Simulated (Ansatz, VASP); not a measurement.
# ScGe4 in VASP and in Ansatz

Contents of INCAR:

```
SYSTEM = ScGe4
PREC = Accurate
ENCUT = 520
EDIFF = 1E-7
ISMEAR = 0
SIGMA = 0.1
LREAL = .FALSE.
LASPH = .TRUE.
NELM = 100
ALGO = Normal
ISIF = 2
LWAVE = .FALSE.
LCHARG = .TRUE.
GGA = PE
LELF = .TRUE.
LVHAR = .TRUE.
NBANDS = 42
```

File KPOINTS:

```
Automatic mesh
0
G
  10 6 10
  0 0 0
```

File POSCAR:

```
ScGe4
1.0
    4.0059525873      0.0000000000     -0.0343628830
    0.0000000000      6.2255825756      0.0000000000
   -0.1444687816      0.0000000000      4.2021354036
Sc Ge
1 4
Direct
    0.5000000000      0.4863903497      0.5000000000
    0.7985915209      0.8778715370      0.7256964721
    0.5000000000      0.1886090783      0.0000000000
    0.2014084791      0.8778715370      0.2743035279
    0.0000000000      0.4867475381      0.0000000000
```

Input for Ansatz:

```yaml
crystal:
  lattice:
    - [4.0059525873, 0.0, -0.034362883]
    - [0.0, 6.2255825756, 0.0]
    - [-0.1444687816, 0.0, 4.2021354036]
  atoms:
    - { symbol: Sc, position: [0.5, 0.4863903497, 0.5] }
    - { symbol: Ge, position: [0.7985915209, 0.877871537, 0.7256964721] }
    - { symbol: Ge, position: [0.5, 0.1886090783, 0.0] }
    - { symbol: Ge, position: [0.2014084791, 0.877871537, 0.2743035279] }
    - { symbol: Ge, position: [0.0, 0.4867475381, 0.0] }
basis:
  ecutwfc: 420
kpoints:
  mp_grid: { grid: [10, 6, 10] }
  band_path:
    path:
      - [0.0, 0.0, 0.0]
      - [0.0, 0.5, 0.0]
      - [0.0, 0.5, 0.5]
      - [0.0, 0.0, 0.5]
      - [0.0, 0.0, 0.0]
      - [-0.5, 0.0, 0.5]
      - [-0.5, 0.5, 0.5]
      - [0.0, 0.5, 0.0]
      - [-0.5, 0.5, 0.0]
      - [-0.5, 0.0, 0.0]
      - [0.0, 0.0, 0.0]
    npoints: 14
hamiltonian:
  xc: pbe
scf:
  occupations: { method: gaussian, width: 0.1 }
  n_extra_bands: 12
output:
  forces: true
  stress: true
  eigenvalues: true
  populations: true
  dos: { projected: true, de: 0.02, nscf_kmesh: { grid: [12, 8, 12] } }
  bader: true
  write_density: true
  write_potential: true
  elf: true
  volumetric_format: npy
```

The cell was built by a generator and needn't be a form met in nature.

Alike in both runs: task single point; functional PBE; k mesh 10 × 6 × 10; occupations gaussian, width 0.1 eV; no spin polarisation.

|  | VASP | Ansatz |
| --- | --- | --- |
| version | VASP 6.6.1 | Ansatz 0.2.0 |
| potentials or method | VASP PAW PBE potentials, release 64 (Sc_sv, Ge_d) | scalar-relativistic, plane waves, PAW |
| plane-wave cutoff (eV) | 520 | 420 |
| valence electrons in the cell | 67 | 67 |

```csv
,VASP,Ansatz,Ansatz less VASP
gap on the k mesh at the Fermi level (eV),none,none,-
pressure (GPa),0.0,0.0,-0.05
rms of the force components (eV/Å),0.003,0.003,-0.0003
```

Atom by atom the forces differ by 0.002 eV/Å (rms over components). A gap of «none» marks a metal or a gap that the smearing closes.
